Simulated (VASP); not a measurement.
# Mg3Si2 (space group C2/m): computed properties

The numbers are results of PBEsol GGA, VASP's PBE PAW potentials (set 64) (plane waves; VASP), not measurements.

```
Quantity                                                                                                 Value
----------------------------------  --------------------------------------------------------------------------
space group                                                                                          C2/m (12)
cell                                a = 7.095 Å, b = 7.778 Å, c = 4.233 Å, α = 90.00°, β = 126.17°, γ = 90.00°
volume per atom                                                                                  18.86 Å³/atom
band gap (over mesh and band path)                                    none (metal, semimetal or under 0.01 eV)
density                                                                                             2.27 g/cm³
```

```xyz
5
Lattice="3.5472 -3.8891 0.0412 3.5472 3.8891 0.0412 -2.5381 0.0000 3.3881" Properties=species:S:1:pos:R:3 pbc="T T T"
Mg     2.2782     1.5910     1.7353
Mg     2.2782    -1.5910     1.7353
Mg     0.0000     0.0000     0.0000
Si     4.4828     0.0000     0.7717
Si     0.0735     0.0000     2.6989
```

The structure comes from a computed database's Mg3Si2 entry (C2/m); how it stands against other phases isn't given here. It was relaxed first. Symmetry was kept, so distortions that lower it aren't found.
